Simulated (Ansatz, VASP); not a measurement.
**CoO in two plane-wave programs**

One calculation is typed for both programs; each brings its own data sets. How far apart do they land? The cell is taken from a series of runs on this material, whose earlier steps may have relaxed, scaled, displaced or heated it; both programs get it as it stands.

Main program and level: Ansatz 0.2.0; plane waves, with VASP 6.6.1 beside it; LDA, DFT+U.

## 1. Set-up

It takes space group Fm-3m (No. 225, cubic). Conventional cell: a = 4.479 Å, b = 4.479 Å, c = 4.479 Å, α = 90.00°, β = 90.00°, γ = 90.00°. Co has 6 O at 2.24 Å nearest. Nearest to O lie 6 Co at 2.24 Å. Farther neighbours and most contacts between anions are not listed.

## 2. Ansatz: single point, LDA, DFT+U, pair 1

Ansatz runs on its default PAW (the set named soft_2) files.

A single point takes one fixed geometry, so differences don't come from the geometry; what else differs is listed under the comparison.

Contents of input.yaml:

```yaml
crystal:
  lattice:
    - [0.0, 2.23960451, 2.23960451]
    - [2.23960451, 0.0, 2.23960451]
    - [2.23960451, 2.23960451, 0.0]
  atoms:
    - { symbol: Co, position: [0.0, 0.0, 0.0], spin: 0.9 }
    - { symbol: O, position: [0.5, 0.5, 0.5] }
magnetization:
  spin_polarized: true
kpoints:
  mp_grid: { grid: [13, 13, 13] }
hamiltonian:
  xc: lda
  hubbard: { sites: [{ species: Co, l: d, u_eff: 1.75 }] }
scf:
  occupations: { method: fermi_dirac, width: 0.05 }
  max_iter: 120
  convergence: { dr2_threshold: 1.0e-08 }
basis:
  ecutwfc: 420.0
output:
  stress: true
```

Started as:

```
$ ansatz run input.yaml --threads 1 --pin off --max-ram 2560MiB --backend cpu --events-out ev --progress --plain --runs-dir out
```

Numbers of over 12 decimals in the logs are rounded to 6 here.

Log:

```text
Warning: output.stress: scf.convergence.dr2_threshold = 1e-8 eV is looser than the 2e-10 eV advised for a printed stress (1e-10 eV for each atom of the cell: 2). What an SCF threshold leaves in a stress goes as its square root, and in the free energy as the threshold itself, and one threshold admits the most on a small cell: [figures from the program's tests cut] Set scf.convergence.dr2_threshold to 2e-10 eV or tighter. The threshold is an SCF's pass mark: one that does not reach it within its budget of iterations ends unconverged, or closes short of it on a stop that the run arms, and scf.convergence.dr2_threshold's page says what that costs each kind of run
Co: projections on atomic orbitals take those of the free atom [Ne] 3s2 3p6 3d7 4s2, of charge +0.00 (hamiltonian.pseudopotentials.projection_atoms); the dataset's partial waves leave at most 1.4e-6 of an orbital's norm unspanned inside its sphere
O: projections on atomic orbitals take those of the free atom [He] 2s2 2p4, of charge +0.00 (hamiltonian.pseudopotentials.projection_atoms); the dataset's partial waves leave at most 1.9e-8 of an orbital's norm unspanned inside its sphere
Engine: ansatz 0.2.0, aarch64-unknown-linux-gnu
Pseudopotentials: kind: paw
Pseudopotential: Co, paw, valence charge 17, recommended cutoff 420 eV (normal), Co.paw.azcp
Pseudopotential: O, paw, valence charge 6, recommended cutoff 420 eV (normal), O.paw.azcp
Functional definition: SPW92
  exchange = slater_x
  correlation = pw_c
Crystal: 2 atoms, lattice volume = 22.467 Å³
Basis set: ecut = 420 eV, 459 PW (Γ)
Bands: 16, of which v1, the nominal top of the filled ones, is band 12 counted from 1 (11 counted from 0)
Symmetry: 48 space group operations
Space group: Fm-3m (ITA 225), of the structure as read, at distance tolerance 2.8e-5 Å
Magnetic group: BNS 225.116 (UNI 1618), of the structure as read, at distance tolerance 2.8e-5 Å
k-points: 84 of 2197
Non-local potential: Co, projectors of the file, l = 0: 3, l = 1: 2, l = 2: 3, l = 3: 1
Non-local potential: O, projectors of the file, l = 0: 2, l = 1: 2, l = 2: 1
PAW form: soft (Blöchl's): semilocal exchange-correlation on the pseudo side does not see the compensation charge
PAW frozen core: Co, regenerated for the run's functional, and the local potential with it (the file was generated under x = pbe(κ = 0.804, μ = 0.219515), c = pbe(β = 0.066725))
PAW frozen core: O, regenerated for the run's functional, and the local potential with it (the file was generated under x = pbe(κ = 0.804, μ = 0.219515), c = pbe(β = 0.066725))
PAW one-centre angular grid: Co, 590 points (default); XC on 64 Gauss nodes
PAW one-centre angular grid: O, 110 points (default); XC on 64 Gauss nodes
Initial density: superposition of atomic densities (chi_scale 0.1, normalization cell, long waves kept (reshape's long-wave potential 0.00 eV rms))
Starting moments: Σ|m| = 0.9 μB on 1 of 2 sites
Initial wavefunctions: pseudopotential atomic-orbital guess
Functional: x = slater, c = lda
SCF iter   1: F=—  HF=-5620.396680 eV  |F-HF|=—  |Δ(HF+E_count)|=         —  Δρ=3.64e-1 (↑2.53e-1 ↓3.64e-1)  dr2=7.37e1  dr2_m=8.73e-1  M=0.188 μB ∫|m|=0.191 μB  β_m=0.30  ethr=3.10e-3  ⟨swp⟩=5.7  Hψ=11959  notcnv=0
preconditioner: auto → none  [metal: Δε(μ)=0.006 eV  Ē_g=11.689 eV  σ=0.050 eV  W_gap=0.03  n_scr=8 (ndim 8)  ℏωp=30.3 eV  f_vac=0.000  D(μ)=1.48/eV (n_scr^D=14)  sad-step TF]
SCF iter   2: F=—  HF=-5615.362413 eV  |F-HF|=—  |Δ(HF+E_count)|=    5.03e0  Δρ=2.34e-1 (↑8.35e-2 ↓2.34e-1)  dr2=8.59e0  dr2_m=2.41e0  M=1.815 μB ∫|m|=1.815 μB  β_m=1.00  ethr=3.10e-3  ⟨swp⟩=3.1  Hψ=7948  notcnv=0  defer=14
SCF iter   3: F=—  HF=-5613.977950 eV  |F-HF|=—  |Δ(HF+E_count)|=    1.38e0  Δρ=9.64e-2 (↑4.00e-2 ↓9.64e-2)  dr2=1.59e0  dr2_m=3.38e-1  M=2.192 μB ∫|m|=2.192 μB  β_m=1.00  ethr=3.10e-3  ⟨swp⟩=2.6  Hψ=6792  notcnv=0
SCF iter   4: F=—  HF=-5614.077906 eV  |F-HF|=—  |Δ(HF+E_count)|=   1.00e-1  Δρ=2.53e-2 (↑1.64e-2 ↓2.53e-2)  dr2=1.86e-1  dr2_m=1.99e-2  M=2.049 μB ∫|m|=2.049 μB  β_m=0.30  ethr=3.10e-3  ⟨swp⟩=2.8  Hψ=6494  notcnv=0  defer=4
SCF iter   5: F=—  HF=-5614.378503 eV  |F-HF|=—  |Δ(HF+E_count)|=   3.01e-1  Δρ=3.41e-2 (↑2.15e-2 ↓3.41e-2)  dr2=5.58e-2  dr2_m=1.52e-1  M=2.401 μB ∫|m|=2.401 μB  β_m=1.00  ethr=8.10e-4  ⟨swp⟩=2.0  Hψ=4674  notcnv=0  defer=10
SCF iter   6: F=—  HF=-5614.524341 eV  |F-HF|=—  |Δ(HF+E_count)|=   1.46e-1  Δρ=4.35e-2 (↑2.02e-2 ↓4.35e-2)  dr2=2.52e-1  dr2_m=1.71e-1  M=2.713 μB ∫|m|=2.714 μB  β_m=1.00  ethr=2.43e-4  ⟨swp⟩=1.5  Hψ=3387  notcnv=0  defer=10
[...]
SCF iter   9: F=—  HF=-5614.867441 eV  |F-HF|=—  |Δ(HF+E_count)|=   7.67e-2  Δρ=2.64e-2 (↑2.48e-2 ↓2.64e-2)  dr2=5.48e-1  dr2_m=8.44e-4  M=3.000 μB ∫|m|=3.005 μB  β_m=0.30  ethr=2.43e-4  ⟨swp⟩=2.4  Hψ=3928  notcnv=0  defer=22
Mixer restart at iter 9: flushing history
spin-set hold released at iteration 9 (site moments contracting): the magnetisation degrees of freedom join the quasi-Newton model from the next iteration; the mixer history was flushed
SCF iter  10: F=—  HF=-5614.887741 eV  |F-HF|=—  |Δ(HF+E_count)|=   2.03e-2  Δρ=4.55e-2 (↑1.40e-2 ↓4.55e-2)  dr2=3.97e-1  dr2_m=1.07e-1  M=2.798 μB ∫|m|=2.801 μB  β_m=0.25  ethr=2.43e-4  ⟨swp⟩=3.0  Hψ=5864  notcnv=0  defer=22
SCF iter  11: F=—  HF=-5614.863449 eV  |F-HF|=—  |Δ(HF+E_count)|=   2.43e-2  Δρ=9.53e-3 (↑9.53e-3 ↓8.90e-3)  dr2=5.77e-2  dr2_m=2.86e-3  M=2.998 μB ∫|m|=3.004 μB  β_m=0.21  ethr=2.43e-4  ⟨swp⟩=3.2  Hψ=6217  notcnv=0  defer=31
[...]
SCF 1 converged in 18 iterations: F = -5614.909810 eV  dr2 = 2.69e-9
  greatest PAW one-centre occupation: 1.004 electrons in one spin orbital (limit 2), on the Co atom at site 0 (counted from 0), in its partial waves of l = 1
Symmetry: 12 space group operations
k-points: 231 of 2197
Initial density: read from a saved state, or passed on in memory by an earlier SCF of this step, an earlier step, the calling program or the single point that the run made first
Starting moments: Σ|m| = 0.9 μB on 1 of 2 sites; this step starts from the density that it was given
[...]
preconditioner: auto → none  [insulator: Δε(μ)=0.562 eV  Ē_g=11.423 eV  σ=0.050 eV  W_gap=0.98  n_scr=8 (ndim 8)  ℏωp=30.3 eV  f_vac=0.000  D(μ)=0.00/eV (n_scr^D=0)  ε∞_Penn≈8.1]
[...]
SCF iter   6: F=-5615.155281 eV  HF=-5615.155281 eV  |F-HF|=5.28e-11  |Δ(HF+E_count)|=  1.22e-10  Δρ=4.12e-7 (↑3.69e-7 ↓4.12e-7)  dr2=5.11e-11  dr2_m=4.20e-12  M=3.000 μB ∫|m|=3.008 μB  ethr=1.51e-11  ⟨swp⟩=1.0  Hψ=17672  notcnv=0
SCF iter   7: F=-5615.155281 eV  HF=-5615.155281 eV  |F-HF|=5.09e-11  |Δ(HF+E_count)|=    0.00e0  Δρ=4.12e-7 (↑3.62e-7 ↓4.12e-7)  dr2=4.96e-11  dr2_m=4.24e-12  M=3.000 μB ∫|m|=3.008 μB  ethr=1.00e-12  ⟨swp⟩=1.0  Hψ=21794  notcnv=0
SCF 2 converged in 7 iterations: F = -5615.155281 eV  dr2 = 4.96e-11
iter 1 solved again at ethr=9.69e-9 eV; its pass at ethr=3.10e-3 eV (dr2=2.23e-6 eV) is discarded
SCF iter   1: F=—  HF=-5615.155281 eV  |F-HF|=—  |Δ(HF+E_count)|=         —  Δρ=5.06e-7 (↑3.09e-7 ↓5.06e-7)  dr2=7.31e-11  dr2_m=3.89e-12  M=3.000 μB ∫|m|=3.008 μB  β_m=0.30  ethr=9.69e-9  ⟨swp⟩=3.1  Hψ=55036  notcnv=0
eigensolver tolerance schedule: the retry pair's looser diagonalisation over-reported the residual by 30493.31 of it (diagonalisation noise at 0.11 of the residual, at the tolerance the schedule requests for it); recorded, not acted on — ethr = c·dr2/N_el stays at c = 1.0e-1
preconditioner: auto → none  [insulator: Δε(μ)=0.420 eV  Ē_g=11.411 eV  σ=0.050 eV  W_gap=0.95  n_scr=8 (ndim 8)  ℏωp=30.3 eV  f_vac=0.000  D(μ)=0.01/eV (n_scr^D=0)  ε∞_Penn≈8.1]
SCF iter   2: F=-5615.155281 eV  HF=-5615.155281 eV  |F-HF|=7.91e-11  |Δ(HF+E_count)|=  7.14e-10  Δρ=5.91e-7 (↑1.58e-7 ↓5.91e-7)  dr2=9.07e-11  dr2_m=1.09e-11  M=3.000 μB ∫|m|=3.008 μB  ethr=1.00e-12  ⟨swp⟩=6.0  Hψ=30197  notcnv=0
SCF 3 converged in 2 iterations: F = -5615.155281 eV  dr2 = 9.07e-11
Symmetry: 4 space group operations
k-points: 595 of 2197
Initial wavefunctions: those read from a saved state, or passed on in memory by an earlier step or the calling program
iter 1 solved again at ethr=1.00e-12 eV; its pass at ethr=4.35e-6 eV (dr2=9.05e-11 eV) is discarded
SCF iter   1: F=—  HF=-5615.155281 eV  |F-HF|=—  |Δ(HF+E_count)|=         —  Δρ=5.91e-7 (↑1.57e-7 ↓5.91e-7)  dr2=9.04e-11  dr2_m=1.09e-11  M=3.000 μB ∫|m|=3.008 μB  ethr=1.00e-12  ⟨swp⟩=1.0  Hψ=113992  notcnv=0
SCF iter   2: F=—  HF=-5615.148551 eV  |F-HF|=—  |Δ(HF+E_count)|=   6.73e-3  Δρ=3.21e-3 (↑1.19e-3 ↓3.21e-3)  dr2=2.08e-3  dr2_m=2.81e-4  M=3.000 μB ∫|m|=3.008 μB  ethr=4.35e-6  ⟨swp⟩=1.0  Hψ=103167  notcnv=0
SCF iter   3: F=—  HF=-5615.155248 eV  |F-HF|=—  |Δ(HF+E_count)|=   6.70e-3  Δρ=2.07e-4 (↑1.59e-4 ↓2.07e-4)  dr2=5.90e-6  dr2_m=2.81e-6  M=3.000 μB ∫|m|=3.008 μB  ethr=4.35e-6  ⟨swp⟩=1.0  Hψ=52234  notcnv=0
SCF iter   4: F=—  HF=-5615.155281 eV  |F-HF|=—  |Δ(HF+E_count)|=   3.27e-5  Δρ=1.16e-5 (↑4.76e-6 ↓1.16e-5)  dr2=2.30e-8  dr2_m=4.81e-9  M=3.000 μB ∫|m|=3.008 μB  ethr=7.81e-8  ⟨swp⟩=1.0  Hψ=44056  notcnv=0
an SCF along what the orbitals of the run's state read of its open shells (or to have them read: on a GPU, or by another smearing), with 44 of the crystal's symmetry operations given up (595 k-points in place of 84), reached no lower state that the run goes on to. This is no proof of a minimum
SCF converged after 2 iterations
Magnetization: 2.9998 μB (12.9999 up, 10.0001 down)
Absolute magnetization: 3.0067 μB (∫|ρ↑−ρ↓|, with the PAW one-centre terms)
Spin contamination: 0.0042 ħ² per cell (⟨S²⟩ above its minimum at these occupations)
Per-site moments (μB) at R_I (Å): [(2.579354, 0.923837), (0.286617, 0.923837)]
Free energy (F): -5615.155281 eV
Harris-Foulkes:  -5615.155281 eV  (|F-HF|=7.91e-11)
Internal energy: -5615.155186 eV  (E = F + TS)
E sigma→0 (E₀):  -5615.155233 eV
Entropy (-TS):   -0.000095 eV (-0.047 meV/atom)
Fermi energy:    10.534518 eV
--- Per-component energies (eV) ---
  E_band       = -372.250500
  E_kinetic    = 610.537779
  E_local      = -3657.504485  (includes V_loc(G=0)·N_el)
  E_nonlocal   = 519.792021
  E_hartree    = 1488.628223
  E_xc         = -223.599185
  E_vxc        = -289.314074  (∫ρ·V_xc dr)
  E_hubbard    = 0.342823  (on-site DFT+U / exact-exchange correction)
  E_vhub       = -5.733112  (the Hubbard potential's part of the band-sum identity)
  E_paw        = -1601.403419  (= ΣΔE_a)
  E_vpaw       = -527.287831  (= ΣTr[D̂ρ^β])
  E_aug_tail   = 0.002521  (compensation charges beyond the density's cutoff)
  E_ewald      = -2752.466634
  E_core_change = 0.515172  (= ΣΔE_core)
  E_smearing   = -0.000095  (= −TS)
  E_closure    = -0.000000  (closes the sum)
  Σ components = -5615.155281   (vs F -5615.155281, Δ=0.00e0)
--- Stress (GPa, compression-positive) ---
      -28.894978      -0.380576      -0.380576
       -0.380576     -28.894978      -0.380576
       -0.380576      -0.380576     -28.894978
  P = ⅓ Tr σ = -28.8950 GPa (-288.950 kbar)
--- Band table (eV; the first three rows and the last of 462) ---
  k-point 0 ↑: bands = [... 8 lower, 7.2068, 7.2068, 8.1813, 8.2344, 8.2344, 10.8950, 26.7232, 27.2435]
  k-point 1 ↑: bands = [... 8 lower, 7.0313, 7.2092, 7.9905, 8.3970, 8.4547, 11.3639, 25.2150, 26.9318]
  k-point 2 ↑: bands = [... 8 lower, 6.5429, 7.2757, 7.8414, 8.8347, 8.9034, 12.3188, 23.2989, 25.9944]
  k-point 230 ↓: bands = [... 8 lower, 9.6616, 9.6799, 11.5921, 13.0098, 13.1939, 15.9706, 19.2667, 22.9130]
Occupation matrices written to <dir>
```

The run ends at a pressure of -28.89 GPa.

(Part 1 of 2 ends here.)

[Lines on the potential files, build, host, timing and source positions are cut from VASP's logs without a mark.]

[Logs are printed without paths, hosts, clocks, repeated set-up lines and the standing remarks that a program may print on its own settings, such as how far it seeks lower states.]

[Hosts, paths, dates, database ids (printed as entryN), source tags and the programs' standing remarks are cut or masked in the printed files.]
